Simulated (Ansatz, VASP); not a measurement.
# NiTe2 (NiTe2 (P-3m1)) in two plane-wave programs, part 2 of 2

One calculation is typed for both programs; each brings its own data sets. How far apart do they land? The cell is taken from a series of runs on this material, whose earlier steps may have relaxed, scaled, displaced or heated it; both programs get it as it stands.

VASP 6.6.1 and Ansatz 0.2.0.

So far: The starting structure; Ansatz: relaxation of cell and atoms, r2SCAN.

## (3) VASP: relaxation of cell and atoms, r2SCAN

Level of this step: r2SCAN, no spin polarisation; plane waves and PAW (Ni, Te) (VASP).

The same cell, functional, mesh and smearing now go to VASP, with its own data sets.

Lines of VASP's logs that name or quote its potential files are left out, and so is its time.

Input file INCAR:

```
SYSTEM = NiTe2
PREC = Accurate
ENCUT = 660
EDIFF = 1E-07
NELM = 120
ISMEAR = -1
SIGMA = 0.05
LREAL = .FALSE.
ALGO = Normal
METAGGA = R2SCAN
LASPH = .TRUE.
NBANDS = 17
LORBIT = 11
LWAVE = .FALSE.
LCHARG = .FALSE.
ISIF = 3
IBRION = 2
NSW = 80
EDIFFG = -0.005
GGA_COMPAT = .FALSE.
NELMIN = 4
LMIXTAU = .TRUE.
KPAR = 2
```

Input file POSCAR:

```
NiTe2
1.0
    3.8674150000      0.0000000000      0.0000000000
   -1.9337070000      3.3492790000      0.0000000000
    0.0000000000      0.0000000000      5.3618480000
Ni Te
1 2
Direct
    0.0000000000      0.0000000000      0.0000000000
    0.3333332969      0.6666667662      0.2419167794
    0.6666664445      0.3333332338      0.7580832206
```

Input file KPOINTS:

```
Automatic mesh
0
Gamma
12 12 7
0 0 0
```

Potentials, in the order of the species: Ni and Te (PBE family, release 64).

Command:

```bash
$ mpirun -np 2 vasp_std
```

Numbers of over 12 decimals in the logs are rounded to 6 here.

What it wrote:

```text
[banner, memory and clock lines left out]
running    2 mpi-ranks, on    1 nodes
 distrk:  each k-point on    1 cores,    2 groups
 distr:  one band on    1 cores,    1 groups

 POSCAR found type information on POSCAR NiTe
 POSCAR found :  2 types and       3 ions
|                                                                             |
|               ----> ADVICE to this user running VASP <----                  |
|                                                                             |
|     You enforced a specific xc type in the INCAR file but a different       |
|     [... a line on the potential file left out ...]
|     I HOPE YOU KNOW WHAT YOU ARE DOING!                                     |
|                                                                             |

 LDA part: xc-table for (None), standard interpolation
 POSCAR, INCAR and KPOINTS ok, starting setup
 FFT: planning ... GRIDC
 FFT: planning ... GRID_SOFT
 FFT: planning ... GRID
 WAVECAR not read
 entering main loop
       N       E                     dE             d eps       ncg     rms          rms(c)
DAV:   1     0.730462892753E+02    0.73046E+02   -0.10885E+04  3808   0.149E+03
DAV:   2    -0.585672076935E+02   -0.13161E+03   -0.12695E+03  4097   0.269E+02
DAV:   3    -0.674232714257E+02   -0.88561E+01   -0.86091E+01  4820   0.763E+01
DAV:   4    -0.676294630768E+02   -0.20619E+00   -0.20555E+00  4641   0.106E+01
DAV:   5    -0.676346182174E+02   -0.51551E-02   -0.51548E-02  5349   0.181E+00    0.137E+01
DAV:   6    -0.688933074213E+02   -0.12587E+01   -0.42497E+01  3962   0.127E+02    0.224E+01
DAV:   7    -0.635380259622E+02    0.53553E+01   -0.79280E+00  4789   0.700E+01    0.697E+00
DAV:   8    -0.636176370894E+02   -0.79611E-01   -0.37375E+00  4779   0.358E+01    0.538E+00
DAV:   9    -0.633886080642E+02    0.22903E+00   -0.75070E-01  5056   0.130E+01    0.168E+00
DAV:  10    -0.634780300060E+02   -0.89422E-01   -0.13280E-01  4765   0.464E+00    0.949E-01
DAV:  11    -0.634636886520E+02    0.14341E-01   -0.16114E-02  3970   0.987E-01    0.438E-01
DAV:  12    -0.634835527147E+02   -0.19864E-01   -0.31097E-02  3873   0.147E+00    0.243E-01
DAV:  13    -0.634848204603E+02   -0.12677E-02   -0.28322E-03  4005   0.764E-01    0.442E-02
DAV:  14    -0.634849170531E+02   -0.96593E-04   -0.35397E-04  4188   0.156E-01    0.301E-02
DAV:  15    -0.634849157733E+02    0.12798E-05   -0.65367E-05  4206   0.874E-02    0.259E-02
DAV:  16    -0.634849762155E+02   -0.60442E-04   -0.75514E-05  3951   0.866E-02    0.423E-03
DAV:  17    -0.634849762245E+02   -0.90990E-08   -0.32283E-06  4241   0.178E-02    0.324E-03
DAV:  18    -0.634849763178E+02   -0.93243E-07   -0.10140E-06  4178   0.117E-02    0.190E-03
DAV:  19    -0.634849764584E+02   -0.14057E-06   -0.17681E-07  3162   0.542E-03    0.637E-04
DAV:  20    -0.634849764155E+02    0.42909E-07   -0.21482E-08  1986   0.200E-03
   1 F= -.63484976E+02 E0= -.63478019E+02  d E =-.634850E+02
[... from here on, the cycles between the ionic steps are left out ...]
   2 F= -.63485362E+02 E0= -.63478434E+02  d E =-.385897E-03
   3 F= -.63485564E+02 E0= -.63478681E+02  d E =-.587475E-03
   4 F= -.63485566E+02 E0= -.63478690E+02  d E =-.589561E-03
   5 F= -.63485682E+02 E0= -.63478875E+02  d E =-.116459E-03
   6 F= -.63485684E+02 E0= -.63478883E+02  d E =-.117875E-03
   7 F= -.63485772E+02 E0= -.63479012E+02  d E =-.879842E-04
   8 F= -.63485920E+02 E0= -.63479283E+02  d E =-.236432E-03
   9 F= -.63485706E+02 E0= -.63479304E+02  d E =-.225387E-04
 curvature:  -2.99 expect dE=-0.307E-03 dE for cont linesearch -0.177E-03
 ZBRENT: bracketing found
 ZBRENT: interpolating
 opt :   2.7993  next Energy=   -63.485960 (dE=-0.276E-03)
 bond charge predicted
       N       E                     dE             d eps       ncg     rms          rms(c)
DAV:   1    -0.634924781158E+02   -0.67718E-02   -0.11963E-01  4375   0.462E+00    0.865E-01
DAV:   2    -0.635297856858E+02   -0.37308E-01   -0.27089E-01  4110   0.105E+01    0.204E+00
DAV:   3    -0.634850073728E+02    0.44778E-01   -0.13717E-01  4098   0.811E+00    0.115E-01
DAV:   4    -0.634862246231E+02   -0.12173E-02   -0.54189E-03  4656   0.711E-01    0.180E-01
DAV:   5    -0.634859111977E+02    0.31343E-03   -0.97547E-04  4717   0.607E-01    0.443E-02
DAV:   6    -0.634859231955E+02   -0.11998E-04   -0.68870E-05  4286   0.706E-02    0.261E-02
DAV:   7    -0.634859229016E+02    0.29386E-06   -0.15335E-05  4465   0.579E-02    0.182E-02
DAV:   8    -0.634859230861E+02   -0.18448E-06   -0.18016E-05  4765   0.574E-02    0.457E-03
DAV:   9    -0.634859257153E+02   -0.26292E-05   -0.21166E-06  3868   0.118E-02    0.160E-03
DAV:  10    -0.634859254757E+02    0.23965E-06   -0.23221E-07  3287   0.718E-03    0.156E-03
DAV:  11    -0.634859256245E+02   -0.14887E-06   -0.14751E-07  2888   0.577E-03    0.842E-04
DAV:  12    -0.634859252659E+02    0.35861E-06   -0.47146E-08  1935   0.209E-03    0.430E-04
DAV:  13    -0.634859253396E+02   -0.73632E-07   -0.10106E-08  1923   0.120E-03
  10 F= -.63485925E+02 E0= -.63479365E+02  d E =-.241489E-03
 curvature:  -0.67 expect dE=-0.124E-05 dE for cont linesearch -0.113E-05
 trial: gam= 0.00000 g(F)=  0.114E-05 g(S)=  0.707E-06 ort =-0.321E-04 (trialstep = 0.939E+00)
 search vector abs. value=  0.185E-05
 reached required accuracy - stopping structural energy minimisation
```

Parts of OUTCAR (step 3):

```text
ion  position               nearest neighbor table
   1  0.000  0.000  0.000-   3 2.58   2 2.58   2 2.58   3 2.58   2 2.58   3 2.58
   2  0.333  0.667  0.242-   1 2.58   1 2.58   1 2.58   3 3.42   3 3.42   3 3.42   3 3.56   3 3.56
                             3 3.56
   3  0.667  0.333  0.758-   1 2.58   1 2.58   1 2.58   2 3.42   2 3.42   2 3.42   2 3.56   2 3.56
                             2 3.56

  LATTYP: Found a hexagonal cell.
 ALAT       =     3.8674150000
 C/A-ratio  =     1.3864165082

 Subroutine GETGRP returns: Found 12 space group operations
 (whereof 12 operations were pure point group operations)

The static configuration has the point symmetry D_3d.

 Found    112 irreducible k-points:

   k-points           NKPTS =    112   k-points in BZ     NKDIM =    112   number of bands    NBANDS=     17

   dimension x,y,z NGX =    32 NGY =   32 NGZ =   48
   dimension x,y,z NGXF=    64 NGYF=   64 NGZF=   96

   ENCUT  =  660.0 eV  48.51 Ry    6.96 a.u.   8.10  8.10 11.23*2*pi/ulx,y,z

   NELECT =      22.0000    total number of electrons

 k-points in reciprocal lattice and weights: Automatic mesh
   0.00000000  0.00000000  0.00000000       0.001
   0.08333333  0.00000000  0.00000000       0.006
   0.16666667  0.00000000  0.00000000       0.006
   0.25000000  0.00000000  0.00000000       0.006
   0.33333333  0.00000000  0.00000000       0.006
   0.41666667  0.00000000  0.00000000       0.006
   0.50000000  0.00000000  0.00000000       0.003
   0.08333333  0.08333333  0.00000000       0.006
   0.16666667  0.08333333  0.00000000       0.012
[...]
-0.25000000 -0.41666667  0.42857143       0.012
   0.33333333  0.33333333  0.42857143       0.004

 average (electrostatic) potential at core
       1 -89.3031       2 -92.1198       3 -92.1198

 E-fermi :   7.7351

 k-point     1 :       0.0000    0.0000    0.0000
  band No.  band energies     occupation
    ...
      4       3.8584      2.00000
      5       3.8584      2.00000
      6       5.2864      2.00000
      7       5.2864      2.00000
      8       5.7756      2.00000
      9       7.9090      0.05981
     10       7.9090      0.05980
     11       8.7563      0.00000
     12       8.7563      0.00000
     13       9.8161      0.00000
    ...

 k-point     2 :       0.0833    0.0000    0.0000
  band No.  band energies     occupation
    ...
      6       5.2428      2.00000
      7       5.2536      2.00000
      8       5.7436      2.00000
      9       7.2188      1.99993
     10       7.5410      1.95959
     11       8.5889      0.00000
     12       9.0246      0.00000
     13       9.7478      0.00000
     14      12.4640      0.00000
     15      13.7908      0.00000
    ...

 k-point     3 :       0.1667    0.0000    0.0000
  band No.  band energies     occupation
    ...
      6       5.0023      2.00000
      7       5.1639      2.00000
      8       5.6079      2.00000
      9       6.2649      2.00000
     10       6.9315      2.00000
     11       7.9548      0.02439
     12       9.3507      0.00000
     13       9.5230      0.00000
     14      12.5893      0.00000
     15      14.1342      0.00000
    ...

  Total        0.0016534      0.0016534     -0.0062052      0.0000000      0.0000000      0.0000000
  in kB        0.0378684      0.0378684     -0.1421178      0.0000000      0.0000000      0.0000000
  external PRESSURE =      -0.0221270 kB  Pullay stress =       0.0000000 kB

  energy-cutoff  :      660.00
  volume of cell :       69.96
      direct lattice vectors                 reciprocal lattice vectors
     3.857538954 -0.000000001  0.000000000     0.259232638  0.149668023  0.000000000
    -1.928768980  3.340726099 -0.000000000     0.000000000  0.299336123  0.000000000
     0.000000000 -0.000000000  5.428350223    -0.000000000  0.000000000  0.184218033

 POSITION                                       TOTAL-FORCE (eV/Angst)
 -----------------------------------------------------------------------------------
      0.00000     -0.00000      0.00000        -0.000000      0.000000      0.000000
     -0.00000      2.22715      1.30282         0.000000     -0.000000      0.003435
      1.92877      1.11358      4.12553        -0.000000      0.000000     -0.003435
 -----------------------------------------------------------------------------------
    total drift:                                0.000227     -0.000000      0.000000

  FREE ENERGIE OF THE ION-ELECTRON SYSTEM (eV)
  ---------------------------------------------------
  free  energy   TOTEN  =       -63.4859253396 eV

  energy  without entropy=      -63.4728049184  energy(sigma->0) =      -63.47936513

 reached required accuracy - stopping structural energy minimisation

 total charge
# of ion       s       p       d       tot
------------------------------------------
    1        0.446   0.530   8.387   9.364
    2        1.406   1.907   0.059   3.372
    3        1.406   1.907   0.059   3.372
--------------------------------------------------
tot          3.258   4.344   8.506  16.109

[... 3 further parts left out ...]
```

This run has no spin polarisation, so a moment on Ni, if there is one, isn't seen. The run keeps the 12 symmetry operations of its start, so it cannot find a distortion of lower symmetry.

## (4) Side by side

Known differences besides the potentials themselves: VASP keeps PBE cores, Ansatz makes them for the functional; the data sets hold 50 valence electrons in Ansatz (on its default PAW (the set named soft_2) files) and 22 in VASP; the cutoff is 500 eV in Ansatz and 660 eV in VASP; Ansatz adds a Pulay correction to the stress that steers its cell, VASP none. Total energies have different zeros and are not compared.

The two programs side by side:

```tsv
quantity	Ansatz	VASP	difference
volume (Å³)	70.22	69.96	+0.37 %
edge a after relaxation, in the typed setting (Å)	3.858	3.857	+0.01 %
edge c after relaxation, in the typed setting (Å)	5.448	5.428	+0.36 %
```

## (5) Results

```json
{"difference in volume (relaxation of cell and atoms, r2SCAN)": "0.37 %"}
```

**Reading.** The difference in volume is 0.37 % (relaxation of cell and atoms, r2SCAN), within the 1.2 % picked in this series as the mark of a large difference, as far as the stopping tolerances let one tell. The data sets hold unlike numbers of valence electrons (50 in Ansatz and 22 in VASP), so part of the differences comes from the potentials. Such differences can come from data sets, numerical settings and the points named under the comparisons, not from the functional's error against experiment.

[Lines on the potential files, build, host, timing and source positions are cut from VASP's logs without a mark.]

[Logs are printed without paths, hosts, clocks, repeated set-up lines and the standing remarks that a program may print on its own settings, such as how far it seeks lower states.]

[Hosts, paths, dates, database ids (printed as entryN), source tags and the programs' standing remarks are cut or masked in the printed files.]
